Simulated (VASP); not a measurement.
```xyz
2
Lattice="1.1330 -1.9624 0.0000 1.1330 1.9624 0.0000 0.0000 0.0000 3.5616" Properties=species:S:1:pos:R:3 pbc="T T T"
Be     1.1330     0.6541     0.8904
Be     1.1330    -0.6541     2.6712
```

Computed with r2SCAN meta-GGA, VASP's PBE PAW potentials (set 64) (plane waves; VASP). Run with 520 eV cut-off, 21×21×12 Γ-centred mesh, tetrahedra with Blöchl corrections, potentials Be.

**Question.** Give the energies of bands 1 to 4 at the high-symmetry points, in eV from the Fermi level.

**Answer.** 
```csv
band,Γ,M,K,A,L,H
1,-12.25,-5.42,-2.74,-9.90,-3.88,-1.19
2,-4.74,-3.39,-1.10,-9.90,-3.88,-1.19
3,1.07,3.91,-1.10,11.44,1.52,0.29
4,17.26,6.76,7.17,11.44,1.52,0.29
```

It has no gap at this level: it comes out as a metal or semimetal.

The compound is Be in the hcp structure. It was relaxed first.
